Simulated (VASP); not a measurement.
Method: r2SCAN meta-GGA, VASP's PBE PAW potentials (set 64) (plane waves; VASP 6.6.1).

Input for VASP

**INCAR**
```
ALGO = Normal
EDIFF = 1E-7
ENCUT = 480
ISIF = 2
ISMEAR = 1
LASPH = .TRUE.
LCHARG = .FALSE.
LMAXMIX = 6
LMIXTAU = .TRUE.
LREAL = .FALSE.
LWAVE = .FALSE.
METAGGA = R2SCAN
NELM = 100
PREC = Accurate
SIGMA = 0.1
SYSTEM = Gd
```

File KPOINTS:
```
Automatic mesh
0
Gamma
  10 10 6
```

**POSCAR**
```
Gd
1.0
  1.8481912997  -3.2011610056   0.0000000000
  1.8481912997   3.2011610056   0.0000000000
  0.0000000000   0.0000000000   5.6398707087
Gd
2
Cartesian
  1.8481912997   1.0670558026   1.4099676772
  1.8481912997  -1.0670558026   4.2299030315
```

POTCAR, in this order: Gd_3 (PBE.64 set). Program: vasp_std.

The 4f electrons are frozen in the core of the lanthanide potential, so 4f levels, which can set the real gap, and their magnetism are missing.

Question: Estimate the energy per atom (σ→0), band gap (on the k-mesh).

Answer: 
| Property | Value |
|---|---|
| energy per atom (σ→0) | -30.605 eV/atom |
| band gap (on the k-mesh) | none (metal, semimetal or under 0.01 eV) |

**OSZICAR**
```
...
DAV:  24    -0.612095304986E+02    0.34726E-05   -0.13099E-06  1731   0.154E-02    0.305E-02
DAV:  25    -0.612095349832E+02   -0.44846E-05   -0.11340E-06  1621   0.139E-02    0.145E-02
DAV:  26    -0.612095332977E+02    0.16854E-05   -0.52153E-07  1626   0.969E-03    0.465E-03
DAV:  27    -0.612095354959E+02   -0.21982E-05   -0.51055E-07  1566   0.936E-03    0.186E-03
DAV:  28    -0.612095349514E+02    0.54454E-06   -0.41078E-08   923   0.266E-03    0.188E-03
DAV:  29    -0.612095352226E+02   -0.27123E-06   -0.13511E-08   843   0.137E-03    0.181E-03
DAV:  30    -0.612095351722E+02    0.50403E-07   -0.60620E-09   818   0.882E-04
   1 F= -.61209535E+02 E0= -.61210009E+02  d E =0.142249E-02
```

The compound is Gd in the hcp structure. It was relaxed first.
